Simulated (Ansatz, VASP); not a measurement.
# MoS2 in two plane-wave programs, part 2 of 3

Wanted: the spread between two codes on one cell, functional and k mesh. The cell is taken from a series of runs on this material, whose earlier steps may have relaxed, scaled, displaced or heated it; both programs get it as it stands.

VASP 6.6.1 and Ansatz 0.2.0.

So far: The starting structure; Ansatz: zone-centre phonons, PBEsol.

**3. VASP: zone-centre phonons, PBEsol**

Level of this step: PBEsol, no spin polarisation; plane waves and PAW (Mo_sv, S) (VASP).

The same cell, functional and mesh now go to VASP, with its own data sets.

Lines of VASP's logs that name or quote its potential files are left out, and so is its time.

INCAR

```
SYSTEM = MoS2
PREC = Accurate
ENCUT = 500
EDIFF = 1E-08
NELM = 120
ISMEAR = 0
SIGMA = 0.01
LREAL = .FALSE.
ALGO = Normal
GGA = PS
NBANDS = 32
LASPH = .TRUE.
LORBIT = 11
LWAVE = .FALSE.
LCHARG = .FALSE.
ISIF = 2
IBRION = 8
GGA_COMPAT = .FALSE.
EFERMI = MIDGAP
KPAR = 2
```

POSCAR

```
MoS2
1.0
    3.1413972290      0.0000000000      0.0000000000
   -1.5706986145      2.7205298037      0.0000000000
    0.0000000000      0.0000000000     12.5812874461
Mo S
2 4
Direct
    0.3333333333      0.6666666667      0.2500000000
    0.6666666667      0.3333333333      0.7500000000
    0.3333333333      0.6666666667      0.6260796326
    0.6666666667      0.3333333333      0.1260796326
    0.3333333333      0.6666666667      0.8739203674
    0.6666666667      0.3333333333      0.3739203674
```

KPOINTS

```
Automatic mesh
0
Gamma
9 9 2
0 0 0
```

The projector-augmented-wave data sets are Mo_sv and S (PBE family, release 64).

Launch:

```
> mpirun -np 2 vasp_std
```

The program printed:

```text
[banner, memory and clock lines left out]
running    2 mpi-ranks, on    1 nodes
 distrk:  each k-point on    1 cores,    2 groups
 distr:  one band on    1 cores,    1 groups

 POSCAR found type information on POSCAR MoS
 POSCAR found :  2 types and       6 ions
|                                                                             |
|               ----> ADVICE to this user running VASP <----                  |
|                                                                             |
|     You enforced a specific xc type in the INCAR file but a different       |
|     [... a line on the potential file left out ...]
|     I HOPE YOU KNOW WHAT YOU ARE DOING!                                     |
|                                                                             |

 LDA part: xc-table for (Slater+PW92), standard interpolation
 POSCAR, INCAR and KPOINTS ok, starting setup
 FFT: planning ... GRIDC
 FFT: planning ... GRID_SOFT
 FFT: planning ... GRID
 WAVECAR not read
 entering main loop
       N       E                     dE             d eps       ncg     rms          rms(c)
DAV:   1     0.438673823729E+03    0.43867E+03   -0.29180E+04  1720   0.150E+03
DAV:   2    -0.259156871257E+02   -0.46459E+03   -0.45375E+03  1848   0.386E+02
DAV:   3    -0.493176428263E+02   -0.23402E+02   -0.23222E+02  2024   0.763E+01
DAV:   4    -0.497832491809E+02   -0.46561E+00   -0.46487E+00  1904   0.109E+01
DAV:   5    -0.497949197488E+02   -0.11671E-01   -0.11660E-01  2024   0.163E+00    0.367E+01
DAV:   6    -0.476135707081E+02    0.21813E+01   -0.17960E+01  1688   0.237E+01    0.128E+01
DAV:   7    -0.472527649632E+02    0.36081E+00   -0.79367E+00  1720   0.148E+01    0.840E+00
DAV:   8    -0.469042088306E+02    0.34856E+00   -0.13743E+00  1920   0.670E+00    0.296E+00
DAV:   9    -0.469134204615E+02   -0.92116E-02   -0.14102E-01  1976   0.181E+00    0.135E+00
DAV:  10    -0.469052369084E+02    0.81836E-02   -0.56877E-02  1872   0.140E+00    0.329E-01
DAV:  11    -0.469050859655E+02    0.15094E-03   -0.24469E-03  1960   0.288E-01    0.166E-01
DAV:  12    -0.469050068221E+02    0.79143E-04   -0.31623E-04  1928   0.929E-02    0.827E-02
DAV:  13    -0.469050064119E+02    0.41025E-06   -0.17098E-04  2008   0.659E-02    0.150E-02
DAV:  14    -0.469050068776E+02   -0.46568E-06   -0.16553E-05  1832   0.236E-02    0.211E-02
DAV:  15    -0.469050074617E+02   -0.58413E-06   -0.25121E-06  1880   0.870E-03    0.534E-03
DAV:  16    -0.469050072077E+02    0.25394E-06   -0.13472E-06  1904   0.666E-03    0.117E-03
DAV:  17    -0.469050072641E+02   -0.56396E-07   -0.76880E-08  1768   0.152E-03    0.175E-03
DAV:  18    -0.469050072408E+02    0.23361E-07   -0.49343E-09  1184   0.428E-04    0.976E-04
DAV:  19    -0.469050072293E+02    0.11448E-07   -0.55281E-09  1088   0.349E-04    0.267E-04
DAV:  20    -0.469050072290E+02    0.35379E-09   -0.67361E-10  1088   0.125E-04
   1 F= -.46905007E+02 E0= -.46905007E+02  d E =0.000000E+00
 Linear response reoptimize wavefunctions to high precision
DAV:   1    -0.469050072295E+02   -0.49386E-09   -0.16728E-10  1064   0.477E-05
DAV:   2    -0.469050072294E+02    0.69122E-10   -0.68359E-11  1056   0.280E-05
 Linear response DOF=           4
 Linear response progress:
  Degree of freedom:   1/  4
       N       E                     dE             d eps       ncg     rms          rms(c)
RMM:   1    -0.770712256924E+00   -0.77071E+00    0.36674E+00  5792   0.152E+01
RMM:   2    -0.566645859670E+00    0.20407E+00   -0.28239E-01  7893   0.265E+00    0.192E-01
RMM:   3    -0.565673701735E+00    0.97216E-03   -0.88795E-03 10121   0.420E-01    0.108E-01
RMM:   4    -0.564433496599E+00    0.12402E-02   -0.93528E-04 11363   0.139E-01    0.391E-02
RMM:   5    -0.564193154270E+00    0.24034E-03    0.80788E-05 11756   0.426E-02    0.792E-03
RMM:   6    -0.564282027960E+00   -0.88874E-04    0.42061E-06 10670   0.156E-02    0.176E-03
RMM:   7    -0.564311526280E+00   -0.29498E-04   -0.42186E-06 11483   0.642E-03    0.105E-03
RMM:   8    -0.564326270051E+00   -0.14744E-04   -0.65194E-07 11281   0.312E-03    0.430E-04
RMM:   9    -0.564327240995E+00   -0.97094E-06   -0.37350E-06 11304   0.159E-03    0.152E-04
RMM:  10    -0.564328714714E+00   -0.14737E-05   -0.11314E-06 12071   0.852E-04    0.109E-04
RMM:  11    -0.564330939950E+00   -0.22252E-05   -0.16220E-06 11088   0.549E-04    0.330E-05
RMM:  12    -0.564331678313E+00   -0.73836E-06   -0.85269E-07 12067   0.314E-04    0.116E-05
RMM:  13    -0.564331915557E+00   -0.23724E-06   -0.67932E-07 12442   0.184E-04    0.658E-06
RMM:  14    -0.564332004567E+00   -0.89010E-07   -0.27932E-07 12272   0.118E-04    0.596E-06
RMM:  15    -0.564332128578E+00   -0.12401E-06   -0.28040E-07 11688   0.834E-05    0.444E-06
RMM:  16    -0.564332375446E+00   -0.24687E-06   -0.14916E-07 11237   0.697E-05    0.601E-06
RMM:  17    -0.564332252424E+00    0.12302E-06   -0.69805E-08 10248   0.519E-05    0.177E-06
RMM:  18    -0.564332273276E+00   -0.20852E-07   -0.55201E-08 10149   0.389E-05    0.166E-06
RMM:  19    -0.564332312131E+00   -0.38855E-07   -0.11605E-07 10728   0.342E-05    0.905E-07
RMM:  20    -0.564332309558E+00    0.25727E-08   -0.13772E-09  9962   0.304E-05    0.808E-07
 first order change of Fermi-energy  -0.13509E-03
 force on displaced ion       1 direction 1 : -20.940   0.001   0.000
 Linear response progress:
  Degree of freedom:   2/  4
       N       E                     dE             d eps       ncg     rms          rms(c)
RMM:   1    -0.940382120009E+00   -0.94038E+00    0.41727E+00  1777   0.155E+01
RMM:   2    -0.741067490000E+00    0.19931E+00   -0.30418E-01  2316   0.255E+00    0.211E-01
RMM:   3    -0.739562539288E+00    0.15050E-02   -0.84833E-03  2614   0.429E-01    0.117E-01
RMM:   4    -0.738221721219E+00    0.13408E-02   -0.11096E-03  2862   0.139E-01    0.628E-02
RMM:   5    -0.737988352385E+00    0.23337E-03   -0.59948E-04  3209   0.430E-02    0.356E-02
RMM:   6    -0.737876973007E+00    0.11138E-03   -0.54451E-05  2938   0.211E-02    0.711E-03
RMM:   7    -0.737925349393E+00   -0.48376E-04   -0.14867E-06  2744   0.714E-03    0.216E-03
RMM:   8    -0.737935062900E+00   -0.97135E-05    0.28104E-06  3077   0.309E-03    0.109E-03
RMM:   9    -0.737939131166E+00   -0.40683E-05   -0.56188E-06  3152   0.157E-03    0.572E-04
RMM:  10    -0.737937771636E+00    0.13595E-05    0.89755E-06  2875   0.817E-04    0.114E-04
RMM:  11    -0.737937218539E+00    0.55310E-06    0.37720E-06  3120   0.368E-04    0.546E-05
RMM:  12    -0.737937132147E+00    0.86392E-07    0.42763E-06  3253   0.195E-04    0.351E-05
RMM:  13    -0.737937379697E+00   -0.24755E-06    0.21118E-06  3045   0.124E-04    0.109E-05
RMM:  14    -0.737937321571E+00    0.58126E-07    0.22586E-06  3319   0.866E-05    0.771E-06
[...]
RMM:  30    -0.737937803574E+00    0.71580E-08   -0.30374E-07  1936   0.362E-05    0.341E-07
RMM:  31    -0.737937809517E+00   -0.59430E-08   -0.27919E-07  1948   0.362E-05    0.484E-07
RMM:  32    -0.737937810221E+00   -0.70407E-09   -0.38206E-07  1962   0.362E-05    0.349E-07
RMM:  33    -0.737937806129E+00    0.40927E-08   -0.25640E-07  1921   0.362E-05    0.466E-07
RMM:  34    -0.737937810384E+00   -0.42556E-08   -0.43369E-07  1926   0.362E-05    0.372E-07
RMM:  35    -0.737937807559E+00    0.28252E-08   -0.27073E-07  1917   0.362E-05    0.464E-07
RMM:  36    -0.737937809995E+00   -0.24360E-08   -0.37692E-07  1904   0.362E-05    0.382E-07
RMM:  37    -0.737937812419E+00   -0.24238E-08   -0.30705E-07  1908   0.362E-05    0.439E-07
 first order change of Fermi-energy  -0.45785E-06
 force on displaced ion       1 direction 3 :  -0.000   0.000 -31.114
 Linear response progress:
  Degree of freedom:   3/  4
       N       E                     dE             d eps       ncg     rms          rms(c)
RMM:   1    -0.105452623427E+00   -0.10545E+00   -0.12474E-01 12500   0.138E+00
RMM:   2    -0.913011463994E-01    0.14151E-01   -0.12951E-02  8328   0.431E-01    0.123E-01
RMM:   3    -0.916727082145E-01   -0.37156E-03   -0.72957E-04  9113   0.938E-02    0.705E-02
RMM:   4    -0.919974438344E-01   -0.32474E-03   -0.14178E-04  9174   0.440E-02    0.114E-02
RMM:   5    -0.919745124514E-01    0.22931E-04   -0.91505E-06  9776   0.103E-02    0.589E-03
RMM:   6    -0.919430699184E-01    0.31443E-04   -0.31849E-07  9206   0.433E-03    0.126E-03
RMM:   7    -0.919548050644E-01   -0.11735E-04   -0.17972E-06  9575   0.143E-03    0.582E-04
RMM:   8    -0.919583990426E-01   -0.35940E-05    0.19585E-07  9841   0.516E-04    0.214E-04
RMM:   9    -0.919584372276E-01   -0.38185E-07    0.33268E-07 10242   0.144E-04    0.858E-05
RMM:  10    -0.919582943522E-01    0.14288E-06    0.18946E-08 10035   0.631E-05    0.361E-05
RMM:  11    -0.919582604874E-01    0.33865E-07   -0.35864E-08 10103   0.416E-05    0.595E-06
RMM:  12    -0.919582800440E-01   -0.19557E-07   -0.39490E-09 10279   0.234E-05    0.535E-06
RMM:  13    -0.919582917309E-01   -0.11687E-07    0.11112E-08  9387   0.188E-05    0.105E-06
RMM:  14    -0.919582982719E-01   -0.65410E-08    0.19682E-08  7867   0.175E-05    0.338E-07
 first order change of Fermi-energy   0.20906E-04
 force on displaced ion       3 direction 1 : -10.029  -0.000  -0.001
 Linear response progress:
  Degree of freedom:   4/  4
       N       E                     dE             d eps       ncg     rms          rms(c)
RMM:   1    -0.170020590485E+00   -0.17002E+00   -0.14290E-01  3791   0.149E+00
RMM:   2    -0.149376812192E+00    0.20644E-01   -0.14665E-02  2434   0.469E-01    0.365E-01
RMM:   3    -0.149431568344E+00   -0.54756E-04   -0.14309E-03  2478   0.134E-01    0.253E-01
RMM:   4    -0.149615344364E+00   -0.18378E-03   -0.34877E-04  2457   0.707E-02    0.367E-02
RMM:   5    -0.149636965428E+00   -0.21621E-04   -0.86135E-05  2403   0.417E-02    0.179E-02
RMM:   6    -0.149643342111E+00   -0.63767E-05   -0.75800E-06  2650   0.134E-02    0.553E-03
RMM:   7    -0.149643505766E+00   -0.16365E-06   -0.22379E-06  2757   0.418E-03    0.242E-03
RMM:   8    -0.149645609425E+00   -0.21037E-05    0.33077E-06  2730   0.144E-03    0.681E-04
RMM:   9    -0.149648263578E+00   -0.26542E-05    0.75553E-07  2575   0.662E-04    0.323E-04
RMM:  10    -0.149649188801E+00   -0.92522E-06    0.34423E-07  2942   0.242E-04    0.118E-04
RMM:  11    -0.149649033243E+00    0.15556E-06    0.32494E-07  2714   0.104E-04    0.602E-05
RMM:  12    -0.149649032506E+00    0.73615E-09    0.33990E-08  2914   0.551E-05    0.294E-05
 first order change of Fermi-energy   0.73942E+00
 force on displaced ion       3 direction 3 :  -0.000  -0.000 -17.540
 Linear response finished
```

(Continued in part 3 of 3.)

[Lines on the potential files, build, host, timing and source positions are cut from VASP's logs without a mark.]

[Logs are printed without paths, hosts, clocks, repeated set-up lines and the standing remarks that a program may print on its own settings, such as how far it seeks lower states.]

[Hosts, paths, dates, database ids (printed as entryN), source tags and the programs' standing remarks are cut or masked in the printed files.]
